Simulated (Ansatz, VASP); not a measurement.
# Ga3Sb3H8 (GaSb wire along [110], 6 atoms a period, H-terminated) in two plane-wave programs

One calculation is typed for both programs; each brings its own data sets. How far apart do they land? The cell is taken from a series of runs on this material, whose earlier steps may have relaxed, scaled, displaced or heated it; both programs get it as it stands.

Program: Ansatz 0.2.0. Level of theory: plane waves, with VASP 6.6.1 beside it; single point at HSE06. Results are calculated unless marked as measured.

## 1. Starting point

The cell holds 14 atoms: 3 Sb, 8 H and 3 Ga. Cell: a = 13.380 Å, b = 14.049 Å, c = 4.481 Å, α = 90.0°, β = 90.0°, γ = 90.0°. Vacuum lies along a and b. The structure's axis is c.

## 2. VASP: single point, HSE06

A single point gives forces, pressure and levels at one fixed geometry, so differences don't come from the geometry; what else differs is listed under the comparison.

Lines of VASP's logs that name or quote its potential files are left out, and so is its time.

The run reads the wave functions of an earlier VASP run, which isn't shown here.

Contents of INCAR:

```
SYSTEM = Ga3Sb3H8
PREC = Accurate
ENCUT = 400
EDIFF = 1E-06
NELM = 100
ISMEAR = -1
SIGMA = 0.05
LREAL = .FALSE.
ALGO = Normal
LHFCALC = .TRUE.
AEXX = 0.25
GGA = PE
HFSCREEN = 0.208
LASPH = .TRUE.
NBANDS = 45
PRECFOCK = Fast
LORBIT = 11
LWAVE = .FALSE.
LCHARG = .FALSE.
ISIF = 2
```

Contents of POSCAR:

```
Ga3Sb3H8
1.0
   13.3800000000      0.0000000000      0.0000000000
    0.0000000000     14.0490000000      0.0000000000
    0.0000000000      0.0000000000      4.4813124116
Sb H Ga
3 8 3
Direct
    0.4302331160      0.6615952760      0.0000000000
    0.6445462780      0.4999954140      0.5000000000
    0.4302331160      0.3383955520      0.0000000000
    0.5297965580      0.7385747610      0.0000000000
    0.3039157620      0.1946406110      0.5000000000
    0.2383022020      0.3822112950      0.5000000000
    0.3039157620      0.8053502170      0.5000000000
    0.2383022020      0.6177795330      0.5000000000
    0.7292469880      0.4086981200      0.5000000000
    0.7292469880      0.5912927080      0.5000000000
    0.5297965580      0.2614160670      0.0000000000
    0.5308360110      0.4999954140      0.0000000000
    0.3217367310      0.3045351850      0.5000000000
    0.3217367310      0.6954556430      0.5000000000
```

Contents of KPOINTS:

```
Automatic mesh
0
Gamma
1 1 7
0 0 0
```

The projector-augmented-wave data sets are Sb, H and Ga_d (PBE family, release 64).

Launch:

```
$ export OMP_NUM_THREADS=3
$ mpirun -np 1 vasp_std
```

Numbers of over 12 decimals in the logs are rounded to 6 here.

The log of the run:

```text
[banner, memory and clock lines left out]
running    1 mpi-ranks, on    1 nodes
 distrk:  each k-point on    1 cores,    1 groups
 distr:  one band on    1 cores,    1 groups
 Offloading initialized ...    1 GPUs detected
 POSCAR found type information on POSCAR SbH Ga
 POSCAR found :  3 types and      14 ions
 LDA part: xc-table for (Slater+PW92), standard interpolation
 found WAVECAR, reading the header
 POSCAR, INCAR and KPOINTS ok, starting setup
 FFT: planning ... GRIDC
 FFT: planning ... GRID_SOFT
 FFT: planning ... GRID
 reading WAVECAR
 the WAVECAR file was read successfully
 initial charge from wavefunction
 entering main loop
       N       E                     dE             d eps       ncg     rms          rms(c)
DAV:   1    -0.547126607489E+02   -0.54713E+02   -0.73229E+00   568   0.178E+01    0.322E+01
DAV:   2    -0.547401841173E+02   -0.27523E-01   -0.37761E-01   464   0.435E+00    0.208E+01
DAV:   3    -0.547353671109E+02    0.48170E-02   -0.44235E-02   520   0.148E+00    0.133E+01
DAV:   4    -0.547333682622E+02    0.19988E-02   -0.53943E-03   544   0.433E-01    0.811E+00
DAV:   5    -0.547325874578E+02    0.78080E-03   -0.81359E-04   464   0.133E-01    0.485E+00
DAV:   6    -0.547323503037E+02    0.23715E-03   -0.24202E-04   531   0.674E-02    0.289E+00
DAV:   7    -0.547322710130E+02    0.79291E-04   -0.51897E-05   499   0.324E-02    0.172E+00
DAV:   8    -0.547322492202E+02    0.21793E-04   -0.16021E-05   486   0.181E-02    0.102E+00
DAV:   9    -0.547322515891E+02   -0.23689E-05   -0.56231E-06   416   0.101E-02    0.602E-01
DAV:  10    -0.547322650095E+02   -0.13420E-04   -0.28580E-06   374   0.726E-03    0.356E-01
DAV:  11    -0.547322832403E+02   -0.18231E-04   -0.17091E-06   392   0.582E-03    0.210E-01
DAV:  12    -0.547323033334E+02   -0.20093E-04   -0.11823E-06   363   0.496E-03    0.124E-01
DAV:  13    -0.547323239043E+02   -0.20571E-04   -0.84566E-07   355   0.433E-03    0.727E-02
DAV:  14    -0.547323440044E+02   -0.20100E-04   -0.66015E-07   344   0.385E-03    0.426E-02
[...]
DAV:  32    -0.547325077660E+02   -0.23687E-05   -0.24831E-08   323   0.540E-04    0.499E-04
DAV:  33    -0.547325098149E+02   -0.20489E-05   -0.22101E-08   315   0.495E-04    0.452E-04
DAV:  34    -0.547325115903E+02   -0.17754E-05   -0.18742E-08   315   0.462E-04    0.409E-04
DAV:  35    -0.547325131295E+02   -0.15393E-05   -0.16679E-08   312   0.424E-04    0.370E-04
DAV:  36    -0.547325144684E+02   -0.13388E-05   -0.13901E-08   307   0.394E-04    0.335E-04
DAV:  37    -0.547325156367E+02   -0.11683E-05   -0.12259E-08   320   0.358E-04    0.302E-04
DAV:  38    -0.547325166579E+02   -0.10213E-05   -0.10112E-08   307   0.332E-04    0.274E-04
DAV:  39    -0.547325175523E+02   -0.89441E-06   -0.88594E-09   312   0.300E-04
   1 F= -.54732518E+02 E0= -.54732518E+02  d E =-.239527E-10
```

From OUTCAR (step 2):

```text
ion  position               nearest neighbor table
   1  0.430  0.662  0.000-   4 1.72  12 2.64  14 2.71  14 2.71
   2  0.645  0.500  0.500-   9 1.71  10 1.71  12 2.71  12 2.71
   3  0.430  0.338  0.000-  11 1.72  12 2.64  13 2.71  13 2.71
   4  0.530  0.739  0.000-   1 1.72
   5  0.304  0.195  0.500-  13 1.56
   6  0.238  0.382  0.500-  13 1.56
   7  0.304  0.805  0.500-  14 1.56
   8  0.238  0.618  0.500-  14 1.56
   9  0.729  0.409  0.500-   2 1.71
  10  0.729  0.591  0.500-   2 1.71
  11  0.530  0.261  0.000-   3 1.72
  12  0.531  0.500  0.000-   3 2.64   1 2.64   2 2.71   2 2.71
  13  0.322  0.305  0.500-   6 1.56   5 1.56   3 2.71   3 2.71
  14  0.322  0.695  0.500-   8 1.56   7 1.56   1 2.71   1 2.71

  LATTYP: Found a simple orthorhombic cell.
 ALAT       =     4.4813124116
 B/A-ratio  =     2.9857324755
 C/A-ratio  =     3.1350190992

 Subroutine GETGRP returns: Found  4 space group operations
 (whereof  2 operations were pure point group operations)

The static configuration has the point symmetry C_1h.
 The point group associated with its full space group is C_2v.

 Found      4 irreducible k-points:

   k-points           NKPTS =      4   k-points in BZ     NKDIM =      7   number of bands    NBANDS=     45

   dimension x,y,z NGX =    90 NGY =   96 NGZ =   30
   dimension x,y,z NGXF=   180 NGYF=  192 NGZF=   60

   ENCUT  =  400.0 eV  29.40 Ry    5.42 a.u.  21.82 22.91  7.31*2*pi/ulx,y,z

   NELECT =      62.0000    total number of electrons

 k-points in reciprocal lattice and weights: Automatic mesh
   0.00000000  0.00000000  0.00000000       0.143
   0.00000000  0.00000000  0.14285714       0.286
   0.00000000  0.00000000  0.28571429       0.286
   0.00000000  0.00000000  0.42857143       0.286

  exchange ACFDT corr.  =         0.00000000  see jH, gK, PRB 81, 115126

 average (electrostatic) potential at core
       1 -91.0226       2 -91.9804       3 -91.0226       4 -35.7274       5 -34.0707
       6 -34.0486       7 -34.0707       8 -34.0486       9 -36.5119      10 -36.5119
      11 -35.7274      12 -66.3672      13 -65.1947      14 -65.1947

 E-fermi :  -2.6114

 k-point     1 :       0.0000    0.0000    0.0000
  band No.  band energies     occupation
    ...
     27      -5.1571      2.00000
     28      -5.0207      2.00000
     29      -4.6459      2.00000
     30      -3.9424      2.00000
     31      -3.7897      2.00000
     32      -1.3223      0.00000
     33      -0.3858      0.00000
     34      -0.3504      0.00000
     35       0.4915      0.00000
     36       0.6290      0.00000
    ...

 k-point     2 :       0.0000    0.0000    0.1429
  band No.  band energies     occupation
    ...
     27      -5.7682      2.00000
     28      -4.9541      2.00000
     29      -4.8738      2.00000
     30      -4.3425      2.00000
     31      -4.2475      2.00000
     32      -0.4828      0.00000
     33       0.1051      0.00000
     34       0.3629      0.00000
     35       0.5104      0.00000
     36       0.8067      0.00000
    ...

 k-point     3 :       0.0000    0.0000    0.2857
  band No.  band energies     occupation
    ...
     27      -5.8984      2.00000
     28      -5.3266      2.00000
     29      -5.2990      2.00000
     30      -4.7182      2.00000
     31      -4.7174      2.00000
     32      -0.0555      0.00000
     33       0.0446      0.00000
     34       0.0867      0.00000
     35       0.9105      0.00000
     36       1.4683      0.00000
    ...

  Total       -2.9460595     -2.9303054     -2.2879611      0.0000000      0.0000000      0.0000000
  in kB       -5.6033191     -5.5733552     -4.3516350      0.0000000      0.0000000      0.0000000
  external PRESSURE =      -5.1761031 kB  Pullay stress =       0.0000000 kB

  energy-cutoff  :      400.00
  volume of cell :      842.38
      direct lattice vectors                 reciprocal lattice vectors
    13.380000000  0.000000000  0.000000000     0.074738416  0.000000000  0.000000000
     0.000000000 14.049000000  0.000000000     0.000000000  0.071179443  0.000000000
     0.000000000  0.000000000  4.481312412     0.000000000  0.000000000  0.223148914

 POSITION                                       TOTAL-FORCE (eV/Angst)
 -----------------------------------------------------------------------------------
      5.75652      9.29475      0.00000         0.203661      0.009971      0.000000
      8.62403      7.02444      2.24066         0.183950      0.000000      0.000000
      5.75652      4.75412      0.00000         0.203661     -0.009971      0.000000
      7.08868     10.37624      0.00000        -0.217843     -0.157003      0.000000
      4.06639      2.73451      2.24066         0.029073      0.158406      0.000000
      3.18848      5.36969      2.24066         0.108117     -0.105853      0.000000
      4.06639     11.31437      2.24066         0.029073     -0.158406      0.000000
      3.18848      8.67918      2.24066         0.108117      0.105853      0.000000
      9.75732      5.74180      2.24066        -0.185980      0.193537      0.000000
      9.75732      8.30707      2.24066        -0.185980     -0.193537      0.000000
      7.08868      3.67263      0.00000        -0.217843      0.157003      0.000000
      7.10259      7.02444      0.00000        -0.061871      0.000000      0.000000
      4.30484      4.27841      2.24066         0.001934     -0.011343      0.000000
      4.30484      9.77046      2.24066         0.001934      0.011343      0.000000
 -----------------------------------------------------------------------------------
    total drift:                               -0.005286      0.000006     -0.000012

  FREE ENERGIE OF THE ION-ELECTRON SYSTEM (eV)
  ---------------------------------------------------
  free  energy   TOTEN  =       -54.7325175523 eV

  energy  without entropy=      -54.7325175523  energy(sigma->0) =      -54.73251755

 total charge
# of ion       s       p       d       tot
------------------------------------------
    1        1.131   1.556   0.037   2.724
    2        1.126   1.555   0.052   2.733
    3        1.131   1.556   0.037   2.724
    4        0.513   0.010   0.000   0.524
    5        0.535   0.009   0.000   0.544
    6        0.537   0.009   0.000   0.546
    7        0.535   0.009   0.000   0.544
    8        0.537   0.009   0.000   0.546
    9        0.512   0.011   0.000   0.522
   10        0.512   0.011   0.000   0.522
   11        0.513   0.010   0.000   0.524
   12        0.864   0.747   9.971  11.582
   13        0.858   0.878   9.995  11.731
   14        0.858   0.878   9.995  11.731
--------------------------------------------------
tot         10.159   7.251  30.088  47.497

[... 1 further part left out ...]
```

[end of part 1 of 2]

[Lines on the potential files, build, host, timing and source positions are cut from VASP's logs without a mark.]

[Logs are printed without paths, hosts, clocks, repeated set-up lines and the standing remarks that a program may print on its own settings, such as how far it seeks lower states.]

[Hosts, paths, dates, database ids (printed as entryN), source tags and the programs' standing remarks are cut or masked in the printed files.]
